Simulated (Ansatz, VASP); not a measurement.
**NaTb in two plane-wave programs**

Wanted: the spread between two codes on one cell, functional and k mesh. The cell is invented: As first built, before any earlier steps moved the atoms: it takes the TbTl structure with some of its atoms replaced by other elements, volume scaled by an estimate. It may not be a known or stable phase. The cell comes out of the VASP series on this material, whose earlier steps may have relaxed, scaled or displaced it; both programs get it as it stands.

Main program and level: Ansatz 0.2.0; plane waves, with VASP 6.6.1 beside it; zone-centre phonons at RPBE.

In doubt: a part-filled 4f shell, where there is one, can sit in one of many states, so energies may not be the lowest and differences between runs may mislead; derivatives with an open 4f shell can jump between states, which bears on forces and vibrations.

## Step 1: The starting structure

It takes space group Pm-3m (No. 221, cubic). Conventional cell: a = 4.182 Å, b = 4.182 Å, c = 4.182 Å, α = 90.00°, β = 90.00°, γ = 90.00°. Nearest to Tb lie 8 Na at 3.62 Å. Nearest to Na lie 8 Tb at 3.62 Å. As first built, before any earlier steps moved the atoms: sites of the TbTl structure (space group 221) filled with other elements, volume scaled by an estimate. Farther neighbours are not listed.

## Step 2: Ansatz: zone-centre phonons, RPBE

Ansatz runs on its default PAW (the set named soft_2) files.

Second derivatives magnify differences that forces hide, and they need a tight electronic threshold.

The input, input.yaml:

```yaml
crystal:
  lattice:
    - [4.1824780005, 0.0, 0.0]
    - [0.0, 4.1824780005, 0.0]
    - [0.0, 0.0, 4.1824780005]
  atoms:
    - { symbol: Tb, position: [0.0, 0.0, 0.0], spin: 5.657 }
    - { symbol: Na, position: [0.5, 0.5, 0.5], spin: 0.005 }
hamiltonian:
  xc: rpbe
  pseudopotentials: { kind: paw }
magnetization:
  spin_polarized: true
kpoints:
  mp_grid: { grid: [6, 6, 6] }
scf:
  occupations: { method: fermi_dirac, width: 0.05 }
phonons:
  method: dfpt
  qpoints: [[0, 0, 0]]
```

Command:

```console
$ ansatz run input.yaml --threads 4 --pin off --max-ram 9216MiB --backend cpu --events-out ev --progress --plain --runs-dir out
```

Numbers of over 12 decimals in the logs are rounded to 6 here.

What it wrote:

```text
Engine: ansatz 0.2.0, aarch64-unknown-linux-gnu
Pseudopotentials: kind: paw
Pseudopotential: Tb, paw, valence charge 19, recommended cutoff 420 eV (normal), Tb.paw.azcp
Pseudopotential: Na, paw, valence charge 9, recommended cutoff 420 eV (normal), Na.paw.azcp
Functional definition: RPBE
  parameter kappa = 0.804
  parameter beta = 0.066725
  exchange = rpbe_x(kappa = kappa, mu = beta*pi^2/3)
  correlation = pbe_c(beta = beta)
Crystal: 2 atoms, lattice volume = 73.165 Å³
Basis set: ecut = 420 eV, 1365 PW (Γ), exchange–correlation on 60×60×60 points (8 copies of the dense FFT grid, shifted against one another)
Bands: 21, of which v1, the nominal top of the filled ones, is band 14 counted from 1 (13 counted from 0)
Symmetry: 48 space group operations
Space group: Pm-3m (ITA 221), of the structure as read, at distance tolerance 4.2e-5 Å
Magnetic group: BNS 221.92 (UNI 1594), of the structure as read, at distance tolerance 4.2e-5 Å
k-points: 20 of 216
Non-local potential: Tb, projectors of the file, l = 0: 3, l = 1: 2, l = 2: 2, l = 3: 3
Non-local potential: Na, projectors of the file, l = 0: 3, l = 1: 2, l = 2: 1
PAW form: soft (Blöchl's): semilocal exchange-correlation on the pseudo side does not see the compensation charge
PAW frozen core: Tb, regenerated for the run's functional, and the local potential with it (the file was generated under x = pbe(κ = 0.804, μ = 0.219515), c = pbe(β = 0.066725))
PAW frozen core: Na, regenerated for the run's functional, and the local potential with it (the file was generated under x = pbe(κ = 0.804, μ = 0.219515), c = pbe(β = 0.066725))
PAW one-centre angular grid: Tb, 590 points (default); XC on 64 Gauss nodes
PAW one-centre angular grid: Na, 110 points (default); XC on 64 Gauss nodes
Initial density: superposition of atomic densities (chi_scale 0.1, normalization cell)
Starting moments: Σ|m| = 5.662 μB on 2 of 2 sites
Initial wavefunctions: pseudopotential atomic-orbital guess
Functional: x = rpbe, c = pbe(β = 0.066725)
SCF 1 converged in 15 iterations: F = -11443.293014 eV  dr2 = 1.29e-8
  greatest PAW one-centre occupation: 0.999 electrons in one spin orbital (limit 2), on the Na atom at site 1 (counted from 0), in its partial waves of l = 0
Symmetry: 4 space group operations
k-points: 80 of 216
SCF 2 converged in 38 iterations: F = -11443.313616 eV  dr2 = 2.72e-9
Symmetry: 2 space group operations
k-points: 112 of 216
Initial density: read from a saved state, or passed on in memory by an earlier SCF of this step, an earlier step, the calling program or the single point that the run made first
Starting moments: Σ|m| = 5.662 μB on 2 of 2 sites; this step starts from the density that it was given
Initial wavefunctions: those read from a saved state, or passed on in memory by an earlier step or the calling program
zone centre: on kpoints.mp_grid the ground state, and the responses unless they are solved on pairs of k-points, stand on 80 of the mesh's 216 k-points, reduced under 4 symmetry operations, with k and −k counted as one. Each operation leaves every solved displacement unchanged or reverses it
Stability of the state it starts from, as read at its close in the collinear treatment: could not be told (lowest Ritz value 0.016 of the free energy's curvature over one without interaction, by its minimisation under the symmetry group of the SCF that read it); nothing settles its magnetic order
iter 1 solved again at ethr=1.03e-8 eV; its pass at ethr=3.10e-3 eV (dr2=2.88e-6 eV) is discarded
SCF iter   1: F=—  HF=-11443.313616 eV  |F-HF|=—  |Δ(HF+E_count)|=         —  Δρ=1.28e-6 (↑1.13e-6 ↓1.28e-6)  dr2=1.58e-9  dr2_m=3.27e-10  M=6.302 μB ∫|m|=6.302 μB  β_m=0.65  ethr=1.03e-8  ⟨swp⟩=4.0  Hψ=26313  notcnv=0
preconditioner: auto → Kerker (q_TF=auto, 2.325 Å⁻¹)  [metal: Δε(μ)=0.002 eV  Ē_g=3.878 eV  σ=0.050 eV  W_gap=0.01  n_scr=18 (ndim 8)  ℏωp=15.0 eV  f_vac=0.000  D(μ)=7.18/eV (n_scr^D=80)]
spin=Collinear: Kerker preconditioning applied to the charge; magnetization (m = ρ↑ − ρ↓) channel mixes plain (no charge-response kernel on spin).
SCF iter   2: F=—  HF=-11443.313616 eV  |F-HF|=—  |Δ(HF+E_count)|=  6.77e-10  Δρ=7.26e-7 (↑5.26e-7 ↓7.26e-7)  dr2=3.35e-10  dr2_m=2.05e-10  M=6.302 μB ∫|m|=6.302 μB  β_m=0.63  ethr=5.63e-12  ⟨swp⟩=3.1  Hψ=7185  notcnv=0
SCF iter   3: F=—  HF=-11443.313616 eV  |F-HF|=—  |Δ(HF+E_count)|=   1.46e-9  Δρ=6.82e-7 (↑4.66e-7 ↓6.82e-7)  dr2=1.48e-10  dr2_m=1.74e-10  M=6.302 μB ∫|m|=6.302 μB  β_m=0.82  ethr=1.20e-12  ⟨swp⟩=2.1  Hψ=5374  notcnv=0
SCF iter   4: F=—  HF=-11443.313616 eV  |F-HF|=—  |Δ(HF+E_count)|=   1.36e-9  Δρ=6.70e-7 (↑3.93e-7 ↓6.70e-7)  dr2=1.78e-10  dr2_m=1.30e-10  M=6.302 μB ∫|m|=6.302 μB  β_m=0.91  ethr=1.00e-12  ⟨swp⟩=2.0  Hψ=5259  notcnv=0
SCF iter   5: F=—  HF=-11443.313616 eV  |F-HF|=—  |Δ(HF+E_count)|=   3.23e-9  Δρ=3.05e-7 (↑2.09e-7 ↓3.05e-7)  dr2=1.66e-10  dr2_m=1.45e-11  M=6.302 μB ∫|m|=6.302 μB  β_m=0.95  ethr=1.00e-12  ⟨swp⟩=3.2  Hψ=7477  notcnv=0
SCF iter   6: F=—  HF=-11443.313616 eV  |F-HF|=—  |Δ(HF+E_count)|=  1.60e-10  Δρ=2.03e-7 (↑8.17e-8 ↓2.03e-7)  dr2=4.32e-11  dr2_m=6.05e-12  M=6.302 μB ∫|m|=6.302 μB  β_m=0.98  ethr=1.00e-12  ⟨swp⟩=2.0  Hψ=5342  notcnv=0
SCF iter   7: F=—  HF=-11443.313616 eV  |F-HF|=—  |Δ(HF+E_count)|=  1.49e-10  Δρ=1.45e-7 (↑6.69e-8 ↓1.45e-7)  dr2=1.30e-11  dr2_m=4.61e-12  M=6.302 μB ∫|m|=6.302 μB  β_m=0.99  ethr=1.00e-12  ⟨swp⟩=2.4  Hψ=5194  notcnv=0
SCF iter   8: F=—  HF=-11443.313616 eV  |F-HF|=—  |Δ(HF+E_count)|=  1.02e-10  Δρ=1.17e-7 (↑6.88e-8 ↓1.17e-7)  dr2=3.19e-12  dr2_m=3.76e-12  M=6.302 μB ∫|m|=6.302 μB  β_m=0.99  ethr=1.00e-12  ⟨swp⟩=1.5  Hψ=4417  notcnv=0
SCF iter   9: F=—  HF=-11443.313616 eV  |F-HF|=—  |Δ(HF+E_count)|=  8.00e-11  Δρ=1.08e-7 (↑4.56e-8 ↓1.08e-7)  dr2=2.55e-12  dr2_m=2.59e-12  M=6.302 μB ∫|m|=6.302 μB  β_m=1.00  ethr=1.00e-12  ⟨swp⟩=1.4  Hψ=3425  notcnv=0
SCF iter  10: F=—  HF=-11443.313616 eV  |F-HF|=—  |Δ(HF+E_count)|=  1.09e-10  Δρ=1.08e-7 (↑2.20e-8 ↓1.08e-7)  dr2=1.97e-12  dr2_m=2.09e-12  M=6.302 μB ∫|m|=6.302 μB  β_m=1.00  ethr=1.00e-12  ⟨swp⟩=1.1  Hψ=3378  notcnv=0
SCF iter  11: F=—  HF=-11443.313616 eV  |F-HF|=—  |Δ(HF+E_count)|=  1.49e-10  Δρ=1.00e-7 (↑2.19e-8 ↓1.00e-7)  dr2=1.47e-12  dr2_m=1.83e-12  M=6.302 μB ∫|m|=6.302 μB  β_m=1.00  ethr=1.00e-12  ⟨swp⟩=2.0  Hψ=4085  notcnv=0
SCF iter  12: F=—  HF=-11443.313616 eV  |F-HF|=—  |Δ(HF+E_count)|=  1.67e-10  Δρ=9.64e-8 (↑2.30e-8 ↓9.64e-8)  dr2=1.57e-12  dr2_m=1.66e-12  M=6.302 μB ∫|m|=6.302 μB  β_m=1.00  ethr=1.00e-12  ⟨swp⟩=1.8  Hψ=3817  notcnv=0
SCF iter  13: F=—  HF=-11443.313616 eV  |F-HF|=—  |Δ(HF+E_count)|=  5.13e-10  Δρ=8.83e-8 (↑4.31e-8 ↓8.83e-8)  dr2=2.37e-12  dr2_m=1.90e-12  M=6.302 μB ∫|m|=6.302 μB  β_m=1.00  ethr=1.00e-12  ⟨swp⟩=2.0  Hψ=5505  notcnv=0
SCF iter  14: F=—  HF=-11443.313616 eV  |F-HF|=—  |Δ(HF+E_count)|=  5.02e-10  Δρ=9.61e-8 (↑3.40e-8 ↓9.61e-8)  dr2=4.36e-12  dr2_m=1.71e-12  M=6.302 μB ∫|m|=6.302 μB  β_m=1.00  ethr=1.00e-12  ⟨swp⟩=2.0  Hψ=5540  notcnv=0
SCF iter  15: F=—  HF=-11443.313616 eV  |F-HF|=—  |Δ(HF+E_count)|=  8.31e-10  Δρ=8.24e-8 (↑3.40e-8 ↓8.24e-8)  dr2=4.89e-12  dr2_m=1.47e-12  M=6.302 μB ∫|m|=6.302 μB  β_m=1.00  ethr=1.00e-12  ⟨swp⟩=3.0  Hψ=6784  notcnv=0
SCF iter  16: F=—  HF=-11443.313616 eV  |F-HF|=—  |Δ(HF+E_count)|=  2.73e-11  Δρ=6.12e-8 (↑3.61e-8 ↓6.12e-8)  dr2=4.38e-12  dr2_m=5.08e-13  M=6.302 μB ∫|m|=6.302 μB  β_m=1.00  ethr=1.00e-12  ⟨swp⟩=2.0  Hψ=4664  notcnv=0
SCF iter  17: F=—  HF=-11443.313616 eV  |F-HF|=—  |Δ(HF+E_count)|=  3.64e-12  Δρ=2.11e-8 (↑2.06e-8 ↓2.11e-8)  dr2=5.83e-13  dr2_m=1.35e-13  M=6.302 μB ∫|m|=6.302 μB  β_m=1.00  ethr=1.00e-12  ⟨swp⟩=1.0  Hψ=3360  notcnv=0
SCF iter  18: F=-11443.313616 eV  HF=-11443.313616 eV  |F-HF|=1.82e-12  |Δ(HF+E_count)|=  1.82e-12  Δρ=8.27e-8 (↑1.36e-8 ↓8.27e-8)  dr2=4.50e-12  dr2_m=1.02e-12  M=6.302 μB ∫|m|=6.302 μB  ethr=1.00e-12  ⟨swp⟩=4.2  Hψ=13750  notcnv=0
SCF 3 converged in 18 iterations: F = -11443.313616 eV  dr2 = 4.50e-12
DFPT response loops at Γ: preconditioner auto → Kerker (q_TF=auto, 2.325 Å⁻¹) (partly filled bands, converged f_vac=0.000); β = 1.00, the filter's whole step (`scf.mixing.beta` (0.30) is not read by the response loops under this deck's `scf.mixing.preconditioner`; to damp them name `kerker` or `kerker_dos`, under which they read `scf.mixing.beta`, and type it under 1.00, their step now; both keys bind the ground state too); Broyden in place of MSR1
SCF converged after 18 iterations
Magnetization: 6.3018 μB (17.1509 up, 10.8491 down)
Absolute magnetization: 6.3019 μB (∫|ρ↑−ρ↓|, with the PAW one-centre terms)
Spin contamination: 0.0193 ħ² per cell (⟨S²⟩ above its minimum at these occupations)
Per-site moments (μB) at R_I (Å): [(5.888330, 1.494130), (0.064806, 1.494130)]
Free energy (F): -11443.313616 eV
Harris-Foulkes:  -11443.313616 eV  (|F-HF|=1.82e-12)
Internal energy: -11443.257224 eV  (E = F + TS)
E sigma→0 (E₀):  -11443.285420 eV
Entropy (-TS):   -0.056391 eV (-28.196 meV/atom)
Fermi energy:    6.385384 eV
--- Per-component energies (eV) ---
  E_band       = -325.642889
  E_kinetic    = 463.654527
  E_local      = -4691.525927  (includes V_loc(G=0)·N_el)
  E_nonlocal   = 796.266617
  E_hartree    = 1844.579281
  E_xc         = -223.607162
  E_vxc        = -248.063788  (∫ρ·V_xc dr)
  E_paw        = -7001.524931  (= ΣΔE_a)
  E_vpaw       = -335.133004  (= ΣTr[D̂ρ^β])
  E_aug_tail   = -0.000038  (compensation charges beyond the density's cutoff)
  E_ewald      = -2630.935946
  E_core_change = -0.163647  (= ΣΔE_core)
  E_smearing   = -0.056391  (= −TS)
  E_closure    = -0.000000  (closes the sum)
  Σ components = -11443.313616   (vs F -11443.313616, Δ=0.00e0)
--- Band table (eV; the first three rows and the last of 160) ---
  k-point 0 ↑: bands = [... 10 lower, 2.2659, 2.3514, 2.3859, 2.4491, 2.7688, 3.3306, 6.0677, 6.2021, ... 3 higher]
  k-point 1 ↑: bands = [... 10 lower, 2.3408, 2.3550, 2.3855, 2.4503, 2.7658, 3.3326, 6.1141, 6.2770, ... 3 higher]
  k-point 2 ↑: bands = [... 10 lower, 2.3402, 2.3847, 2.4534, 2.7600, 3.1311, 3.3372, 5.7153, 6.4958, ... 3 higher]
  k-point 79 ↓: bands = [... 10 lower, 6.4601, 6.4863, 6.5168, 6.7172, 6.7436, 7.1307, 7.1446, 7.2817, ... 3 higher]
--- Phonons (Γ-DFPT): 6 representative perturbations + reference, on 80 of 216 k-points (Σ response iterations 18) ---
  k mesh reduced under 4 symmetry operations, with k and −k counted as one. Each operation leaves every solved displacement unchanged or reverses it
  ASR residual: 2.636e-4 → 0.000e0 eV/Å²; symmetrization residual: 2.250e-6 eV/Å²
  ASR residual per site (eV/Å²): 2.64e-4 1.35e-5
  Γ frequencies (cm⁻¹): 0.00 0.00 0.00 150.98 151.30 152.34
  non-analytic LO–TO correction: not included (Born effective charges unavailable; polar crystals: no LO–TO splitting at Γ)
--- Phonons (arbitrary-q DFPT): 1 explicit q-point ---
  q = [0, 0, 0] (of the zone-centre solve; hermiticity 2.63e-6, symmetrization 1.33e-13): -0.00 -0.00 0.00 150.98 151.30 152.34
  sum rule: each row above includes the acoustic sum rule's correction from the zone centre's row sums; it moved no ω² by more than (0.68 cm⁻¹)²
```

Elapsed: 94 s, on 4 threads of Arm Neoverse V2, shared host; peak memory 1 GiB; 5.9 min of CPU time.

[end of part 1 of 2]

[Lines on the potential files, build, host, timing and source positions are cut from VASP's logs without a mark.]

[Logs are printed without paths, hosts, clocks, repeated set-up lines and the standing remarks that a program may print on its own settings, such as how far it seeks lower states.]

[Hosts, paths, dates, database ids (printed as entryN), source tags and the programs' standing remarks are cut or masked in the printed files.]
